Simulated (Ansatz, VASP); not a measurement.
# ZnCu2SnSe4 in two plane-wave programs, part 2 of 2

One calculation is typed for both programs; each brings its own data sets and cutoff. How far apart do they land?

VASP 6.6.1 and Ansatz 0.2.0.

So far: Set-up; Ansatz: band structure, PBE.

### Step 3. VASP: band structure, PBE

Level of this step: PBE, no spin polarisation; plane waves and PAW (Zn_GW, Cu_GW, Sn_d_GW, Se_GW) (VASP).

The same cell, functional, mesh and smearing now go to VASP, with its own data sets and cutoff.

Lines of VASP's logs that name or quote its potential files are left out, and so is its time.

The input, INCAR:

```
SYSTEM = ZnCu2SnSe4
PREC = Accurate
ENCUT = 440
EDIFF = 1E-08
NELM = 100
ISMEAR = 0
SIGMA = 0.01
LREAL = .FALSE.
ALGO = Normal
GGA = PE
NBANDS = 44
LORBIT = 11
LWAVE = .TRUE.
LCHARG = .FALSE.
KPAR = 8
```

The input, POSCAR:

```
ZnCu2SnSe4
1.0
   -2.8856370000      2.8856370000      5.7398310000
    2.8856370000     -2.8856370000      5.7398310000
    2.8856370000      2.8856370000     -5.7398310000
Zn Cu Sn Se
1 2 1 4
Direct
    0.7500000000      0.2500000000      0.5000000000
    0.2500000000      0.7500000000      0.5000000000
    0.0000000000      0.0000000000      0.0000000000
    0.5000000000      0.5000000000      0.0000000000
    0.6297540000      0.6365340000      0.5262470000
    0.1102870000      0.1035070000      0.4737530000
    0.8964930000      0.3702460000      0.0067800000
    0.3634660000      0.8897130000      0.9932200000
```

The input, KPOINTS:

```
Automatic mesh
0
Gamma
4 4 4
0 0 0
```

The input, KPOINTS_OPT:

```
Line mode
8
Line-mode
Reciprocal
  0.00000000   0.00000000   0.00000000 GAMMA
  0.00000000   0.00000000   0.50000000 X

  0.00000000   0.00000000   0.50000000 X
 -0.12637326   0.12637326   0.50000000 Y

 -0.12637326   0.12637326   0.50000000 Y
 -0.31318663   0.31318663   0.31318663 S

 -0.31318663   0.31318663   0.31318663 S
  0.00000000   0.00000000   0.00000000 GAMMA

  0.00000000   0.00000000   0.00000000 GAMMA
  0.50000000   0.50000000  -0.50000000 Z

  0.50000000   0.50000000  -0.50000000 Z
  0.31318663   0.68681337  -0.31318663 S1

  0.31318663   0.68681337  -0.31318663 S1
  0.00000000   0.50000000   0.00000000 N

  0.00000000   0.50000000   0.00000000 N
  0.25000000   0.25000000   0.25000000 P

  0.25000000   0.25000000   0.25000000 P
  0.50000000   0.50000000  -0.12637326 Y1

  0.50000000   0.50000000  -0.12637326 Y1
  0.50000000   0.50000000  -0.50000000 Z

  0.00000000   0.00000000   0.50000000 X
  0.25000000   0.25000000   0.25000000 P
```

Potentials, in the order of the species: Zn_GW, Cu_GW, Sn_d_GW and Se_GW (PBE family, release 64).

The run is started by

```bash
$ mpirun -np 16 vasp_std
```

Numbers of over 12 decimals in the logs are rounded to 6 here.

Log:

```text
[banner, memory and clock lines left out]
running   16 mpi-ranks, on    1 nodes
 distrk:  each k-point on    2 cores,    8 groups
 distr:  one band on    1 cores,    2 groups

 POSCAR found type information on POSCAR ZnCuSnSe
 POSCAR found :  4 types and       8 ions
|                                                                             |
|           W    W    AA    RRRRR   N    N  II  N    N   GGGG   !!!           |
|           W    W   A  A   R    R  NN   N  II  NN   N  G    G  !!!           |
|           W    W  A    A  R    R  N N  N  II  N N  N  G       !!!           |
|           W WW W  AAAAAA  RRRRR   N  N N  II  N  N N  G  GGG   !            |
|           WW  WW  A    A  R   R   N   NN  II  N   NN  G    G                |
|           W    W  A    A  R    R  N    N  II  N    N   GGGG   !!!           |
|                                                                             |
|     For optimal performance we recommend to set                             |
|       NCORE = 2 up to number-of-cores-per-socket                            |
|     NCORE specifies how many cores store one orbital (NPAR=cpu/NCORE).      |
|     This setting can greatly improve the performance of VASP for DFT.       |
|     The default, NCORE=1 might be grossly inefficient on modern             |
|     multi-core architectures or massively parallel machines. Do your        |
|     Unfortunately you need to use the default for GW and RPA                |
|     calculations (for HF NCORE is supported but not extensively tested      |
|     yet).                                                                   |
|                                                                             |

 LDA part: xc-table for (Slater+PW92), standard interpolation
 POSCAR, INCAR and KPOINTS ok, starting setup
 FFT: planning ... GRIDC
 FFT: planning ... GRID_SOFT
 FFT: planning ... GRID
 WAVECAR not read
 entering main loop
       N       E                     dE             d eps       ncg     rms          rms(c)
DAV:   1     0.670446994341E+03    0.67045E+03   -0.26792E+04  1860   0.606E+03
DAV:   2     0.772893378870E+02   -0.59316E+03   -0.57119E+03  2008   0.115E+03
DAV:   3    -0.237774407155E+02   -0.10107E+03   -0.98276E+02  2352   0.251E+02
DAV:   4    -0.309681363011E+02   -0.71907E+01   -0.70647E+01  2240   0.561E+01
DAV:   5    -0.313509197811E+02   -0.38278E+00   -0.37785E+00  2024   0.135E+01    0.112E+01
DAV:   6    -0.316270743428E+02   -0.27615E+00   -0.33484E+01  2288   0.794E+01    0.201E+01
DAV:   7    -0.298662086376E+02    0.17609E+01   -0.60825E+00  1984   0.414E+01    0.717E+00
DAV:   8    -0.296710133278E+02    0.19520E+00   -0.47193E+00  2336   0.292E+01    0.298E+00
DAV:   9    -0.296128088235E+02    0.58205E-01   -0.58851E-01  1844   0.847E+00    0.950E-01
DAV:  10    -0.296168735806E+02   -0.40648E-02   -0.11792E-01  2276   0.456E+00    0.444E-01
DAV:  11    -0.296169593953E+02   -0.85815E-04   -0.17202E-02  1640   0.242E+00    0.178E-01
DAV:  12    -0.296171621778E+02   -0.20278E-03   -0.38738E-03  2400   0.820E-01    0.669E-02
DAV:  13    -0.296171677083E+02   -0.55304E-05   -0.65045E-04  2064   0.513E-01    0.415E-02
DAV:  14    -0.296171728688E+02   -0.51605E-05   -0.15100E-04  2152   0.239E-01    0.987E-03
DAV:  15    -0.296171834427E+02   -0.10574E-04   -0.43096E-05  1572   0.516E-02    0.108E-02
DAV:  16    -0.296171843293E+02   -0.88662E-06   -0.13408E-05  2112   0.690E-02    0.432E-03
DAV:  17    -0.296171846052E+02   -0.27591E-06   -0.16737E-06  1844   0.192E-02    0.259E-03
DAV:  18    -0.296171847548E+02   -0.14953E-06   -0.84359E-07  1872   0.107E-02    0.789E-04
DAV:  19    -0.296171848007E+02   -0.45961E-07   -0.12029E-07  1920   0.432E-03    0.268E-04
DAV:  20    -0.296171848166E+02   -0.15822E-07   -0.12893E-08  1040   0.140E-03    0.100E-04
DAV:  21    -0.296171848417E+02   -0.25091E-07   -0.30769E-09   840   0.117E-03    0.570E-05
DAV:  22    -0.296171848419E+02   -0.21373E-09   -0.18690E-09   824   0.952E-04
   1 F= -.29617185E+02 E0= -.29617184E+02  d E =-.172419E-05
 Start KPOINTS_OPT (optional k-point list driver)
k-point batch [1-14\88]
       N       E                     dE             ncg
DAV:   1     0.583245531134E+04   -0.11113E+05     1848
DAV:   2    -0.254206767668E+04   -0.83745E+04     2024
DAV:   3    -0.394888403564E+04   -0.14068E+04     2208
DAV:   4    -0.405001020158E+04   -0.10113E+03     2280
DAV:   5    -0.405502994069E+04   -0.50197E+01     1976
DAV:   6    -0.405542131801E+04   -0.39138E+00     2240
DAV:   7    -0.405544083787E+04   -0.19520E-01     1872
DAV:   8    -0.405544228471E+04   -0.14468E-02     2192
DAV:   9    -0.405544237934E+04   -0.94633E-04     1864
DAV:  10    -0.405544238706E+04   -0.77208E-05     2104
DAV:  11    -0.405544238767E+04   -0.60873E-06     1408
DAV:  12    -0.405544238772E+04   -0.48283E-07     1144
DAV:  13    -0.405544238772E+04   -0.30241E-08     1056
[...]
k-point batch [85-88\88]
       N       E                     dE             ncg
DAV:   1     0.157277025175E+05   -0.48885E+04      520
DAV:   2     0.133273617263E+05   -0.24003E+04      568
DAV:   3     0.128901120544E+05   -0.43725E+03      632
DAV:   4     0.128537380596E+05   -0.36374E+02      680
DAV:   5     0.128524981516E+05   -0.12399E+01      536
DAV:   6     0.128523934630E+05   -0.10469E+00      672
DAV:   7     0.128523892523E+05   -0.42106E-02      496
DAV:   8     0.128523889178E+05   -0.33454E-03      680
DAV:   9     0.128523889026E+05   -0.15199E-04      512
DAV:  10     0.128523889014E+05   -0.11414E-05      616
DAV:  11     0.128523889013E+05   -0.96525E-07      368
DAV:  12     0.128523889013E+05   -0.41055E-08      288
 writing wavefunctions
```

OUTCAR, selected parts (step 3):

```text
ion  position               nearest neighbor table
   1  0.750  0.250  0.500-   7 2.49   5 2.49   6 2.49   8 2.49
   2  0.250  0.750  0.500-   5 2.44   6 2.44   8 2.44   7 2.44
   3  0.000  0.000  0.000-   5 2.44   6 2.44   7 2.44   8 2.44
   4  0.500  0.500  0.000-   5 2.62   8 2.62   7 2.62   6 2.62
   5  0.630  0.637  0.526-   2 2.44   3 2.44   1 2.49   4 2.62
   6  0.110  0.104  0.474-   2 2.44   3 2.44   1 2.49   4 2.62
   7  0.896  0.370  0.007-   2 2.44   3 2.44   1 2.49   4 2.62
   8  0.363  0.890  0.993-   2 2.44   3 2.44   1 2.49   4 2.62

  LATTYP: Found a body centered tetragonal cell.
 ALAT       =     5.7712740000
 C/A-ratio  =     1.9891036191

 Subroutine GETGRP returns: Found  4 space group operations
 (whereof  4 operations were pure point group operations)

The static configuration has the point symmetry S_4 .

 Found     14 irreducible k-points:

   k-points           NKPTS =     14   k-points in BZ     NKDIM =     14   number of bands    NBANDS=     44

   dimension x,y,z NGX =    48 NGY =   48 NGZ =   48
   dimension x,y,z NGXF=    96 NGYF=   96 NGZF=   96

   ENCUT  =  440.0 eV  32.34 Ry    5.69 a.u.  12.05 12.05 12.05*2*pi/ulx,y,z

   NELECT =      72.0000    total number of electrons

 k-points in reciprocal lattice and weights: Automatic mesh
   0.00000000  0.00000000  0.00000000       0.016
   0.25000000  0.00000000  0.00000000       0.125
   0.50000000  0.00000000  0.00000000       0.062
   0.25000000  0.25000000  0.00000000       0.125
   0.50000000  0.25000000  0.00000000       0.125
   0.50000000 -0.25000000 -0.25000000       0.125
  -0.25000000  0.25000000  0.00000000       0.062
   0.50000000  0.50000000  0.00000000       0.031
   0.25000000  0.25000000  0.25000000       0.031
[...]
-0.25000000 -0.25000000  0.25000000       0.031
   0.50000000  0.50000000  0.50000000       0.016

 average (electrostatic) potential at core
       1 -65.5123       2 -55.4866       3 -55.5146       4 -78.2587       5 -55.3657
       6 -55.3657       7 -55.3657       8 -55.3657

 E-fermi :   3.2360

 k-point     1 :       0.0000    0.0000    0.0000
  band No.  band energies     occupation
    ...
     32       1.6412      2.00000
     33       1.7660      2.00000
     34       2.9514      2.00000
     35       3.2130      1.99886
     36       3.2130      1.99886
     37       3.2576      0.00228
     38       4.9969      0.00000
     39       5.5063      0.00000
     40       6.6336      0.00000
     41       6.6336      0.00000
    ...

 k-point     2 :       0.2500    0.0000    0.0000
  band No.  band energies     occupation
    ...
     32       1.7562      2.00000
     33       1.8936      2.00000
     34       2.1900      2.00000
     35       2.7454      2.00000
     36       3.0255      2.00000
     37       4.1688      0.00000
     38       5.7737      0.00000
     39       5.8416      0.00000
     40       6.2683      0.00000
     41       6.4773      0.00000
    ...

 k-point     3 :       0.5000    0.0000    0.0000
  band No.  band energies     occupation
    ...
     32       1.8657      2.00000
     33       2.0487      2.00000
     34       2.1215      2.00000
     35       2.1960      2.00000
     36       2.7052      2.00000
     37       4.5053      0.00000
     38       6.0069      0.00000
     39       6.1235      0.00000
     40       7.0185      0.00000
     41       7.0884      0.00000
    ...

  Total       -0.0621959     -0.0621959      0.0161374      0.0000000      0.0000000     -0.0000000
  in kB       -0.5212305     -0.5212305      0.1352386      0.0000003      0.0000000     -0.0000000
  external PRESSURE =      -0.3024075 kB  Pullay stress =       0.0000000 kB

  energy-cutoff  :      440.00
  volume of cell :      191.18
      direct lattice vectors                 reciprocal lattice vectors
    -2.885637000  2.885637000  5.739831000     0.000000000  0.173271967  0.087110579
     2.885637000 -2.885637000  5.739831000     0.173271967  0.000000000  0.087110579
     2.885637000  2.885637000 -5.739831000     0.173271967  0.173271967  0.000000000

 POSITION                                       TOTAL-FORCE (eV/Angst)
 -----------------------------------------------------------------------------------
     -0.00000      2.88564      2.86992        -0.000000     -0.000000      0.000000
      2.88564     -0.00000      2.86992        -0.000000     -0.000000      0.000000
      0.00000      0.00000      0.00000         0.000000     -0.000000     -0.000000
      0.00000      0.00000      5.73983        -0.000000     -0.000000     -0.000000
      1.53812      1.49899      4.24771         0.095544     -0.010442     -0.023118
      1.34751      1.38664     -1.49212        -0.095544      0.010442     -0.023118
     -1.49899      1.53812      7.23195         0.010442      0.095544      0.023118
      4.38463      1.34751      1.49212        -0.010442     -0.095544      0.023118
 -----------------------------------------------------------------------------------
    total drift:                                0.000041      0.000042      0.000035

  FREE ENERGIE OF THE ION-ELECTRON SYSTEM (eV)
  ---------------------------------------------------
  free  energy   TOTEN  =       -29.6171848419 eV

  energy  without entropy=      -29.6171831177  energy(sigma->0) =      -29.61718398

 total charge
# of ion       s       p       d       f       tot
--------------------------------------------------
    1        0.521   0.407   9.763   0.000  10.691
    2        0.358   0.316   9.185   0.005   9.863
    3        0.358   0.313   9.184   0.005   9.861
    4        1.130   0.953  10.067   0.027  12.176
    5        1.443   2.309   0.043   0.000   3.795
    6        1.443   2.309   0.043   0.000   3.795
    7        1.443   2.309   0.043   0.000   3.795
    8        1.443   2.309   0.043   0.000   3.795
--------------------------------------------------
tot          8.139  11.226  38.369   0.036  57.770

[... 3 further parts left out ...]
```

This run has no spin polarisation, so a moment on Cu, if there is one, isn't seen.

### Step 4. Differences

Known differences besides the potentials themselves: the data sets hold 128 valence electrons in Ansatz (default PAW (the set named soft_2) files) and 72 in VASP; the cutoff is 420 eV in Ansatz and 440 eV in VASP; VASP leaves aspherical gradient terms in its spheres out (LASPH is not set), Ansatz keeps them. Total energies have different zeros and are not compared.

The two programs side by side:

```tsv
quantity	Ansatz	VASP	difference
gap over the path points (eV)	0.045	0.045	+0.001
```

Forces (eV/Å; atoms numbered as in POSCAR):

```tsv
atom	Ansatz x, y, z	VASP x, y, z
Zn1	0.000, 0.000, 0.000	0.000, 0.000, 0.000
Cu2	0.000, 0.000, 0.000	0.000, 0.000, 0.000
Cu3	0.000, 0.000, 0.000	0.000, 0.000, 0.000
Sn4	0.000, 0.000, 0.000	0.000, 0.000, 0.000
Se5	0.103, -0.005, -0.028	0.096, -0.010, -0.023
Se6	-0.103, 0.005, -0.028	-0.096, 0.010, -0.023
Se7	0.005, 0.103, 0.028	0.010, 0.096, 0.023
Se8	-0.005, -0.103, 0.028	-0.010, -0.096, 0.023
```

Levels at points of the path, from each program's valence-band top (eV; 4 filled, then empty):

```tsv
k (reciprocal lattice)	Ansatz	VASP
0.000 0.000 0.000	-1.44 -0.26 0.00 0.00 0.04 1.78 2.29	-1.45 -0.26 0.00 0.00 0.04 1.78 2.29
0.000 0.000 0.214	-1.26 -1.13 -0.46 -0.11 0.86 2.49 2.83	-1.26 -1.14 -0.46 -0.11 0.86 2.49 2.84
0.000 0.000 0.429	-0.98 -0.80 -0.54 -0.33 0.40 2.00 2.62	-0.98 -0.81 -0.54 -0.33 0.40 2.00 2.62
-0.018 0.018 0.500	-0.81 -0.70 -0.50 -0.35 0.20 1.82 2.61	-0.82 -0.70 -0.50 -0.35 0.19 1.82 2.61
-0.072 0.072 0.500	-0.82 -0.71 -0.56 -0.43 0.29 1.89 2.78	-0.82 -0.71 -0.56 -0.43 0.29 1.89 2.78
-0.126 0.126 0.500	-0.82 -0.75 -0.66 -0.55 0.46 2.04 3.04	-0.83 -0.75 -0.66 -0.55 0.46 2.04 3.04
-0.180 0.180 0.447	-0.95 -0.87 -0.68 -0.65 0.73 2.29 3.08	-0.95 -0.88 -0.68 -0.65 0.73 2.29 3.08
-0.260 0.260 0.367	-1.23 -1.03 -0.65 -0.60 1.08 2.37 2.71	-1.23 -1.03 -0.66 -0.60 1.08 2.37 2.71
-0.313 0.313 0.313	-1.31 -1.06 -0.66 -0.55 1.14 2.25 2.72	-1.32 -1.06 -0.66 -0.55 1.14 2.25 2.72
-0.179 0.179 0.179	-1.26 -1.00 -0.62 -0.45 1.24 2.74 2.91	-1.26 -1.00 -0.63 -0.45 1.24 2.74 2.91
```

The forces differ by 4.5 meV/Å r.m.s., which is 11.1 % of the r.m.s. force of 0.04 eV/Å (both taken over all components). Among the levels compared at these points, filled levels agree within 5 meV and empty ones within 4 meV. Not compared: the pressure (VASP's GW data sets at this cutoff don't carry it).

### Step 5. What came out

| Item | Value |
| --- | --- |
| difference in gap over the path points (band structure, PBE) | 5.0e-4 eV |

What this shows: The difference in gap over the path points is 5.0e-4 eV (band structure, PBE), within the 0.08 eV picked in this series as the mark of a large difference. Such differences can come from data sets, numerical settings and the points named under the comparisons, not from the functional's error against experiment.

[Lines on the potential files, build, host, timing and source positions are cut from VASP's logs without a mark.]

[Logs are printed without paths, hosts, clocks, repeated set-up lines and the standing remarks that a program may print on its own settings, such as how far it seeks lower states.]

[Hosts, paths, dates, database ids (printed as entryN), source tags and the programs' standing remarks are cut or masked in the printed files.]
